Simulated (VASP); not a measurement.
Runs of VASP 6.6.1 on Be3SnS. The structure is cubic, space group Pm-3m (No. 221). The conventional cell has a = 4.580 Å, b = 4.580 Å, c = 4.580 Å, α = 90.00°, β = 90.00°, γ = 90.00°. Sn (site symmetry m-3m) is surrounded by 12 Be at 3.24 Å. Around S (site symmetry m-3m) lie 6 Be at 2.29 Å. Be (site symmetry 4/mmm) is surrounded by 2 S at 2.29 Å. The cell comes from a database or a generator and needn't be the stable form of this composition.

| cell | mesh quality | gap on the mesh (eV) | pressure (GPa) |
| --- | --- | --- | --- |
| Pm-3m, 19.21 Å³/atom | not flagged | none | -13.0 |
| Pm-3m, 14.27 Å³/atom | coarse | none | 0.9 |
| Pm-3m, 17.13 Å³/atom | not flagged | none | -9.8 |
| Pm-3m, 14.4 Å³/atom | coarse | none | (a) |

Alike in all rows: task single point; level PBEsol; potentials or basis VASP PAW PBE potentials, release 64 (Sn_d, S, Be); no spin polarisation; k mesh 4 × 4 × 4; cutoff (eV) 520; smearing gaussian 0.05 eV.

Q: Fill in the values left out.

A: (a) 0.2.

Caveats: some runs use coarse meshes; the PAW data sets were made with another functional, which shifts forces and pressure a little.

A k mesh can miss the band edges, and the runs leave out spin-orbit coupling on Sn.

A gap of «none» marks a metal or a gap under the smearing width.
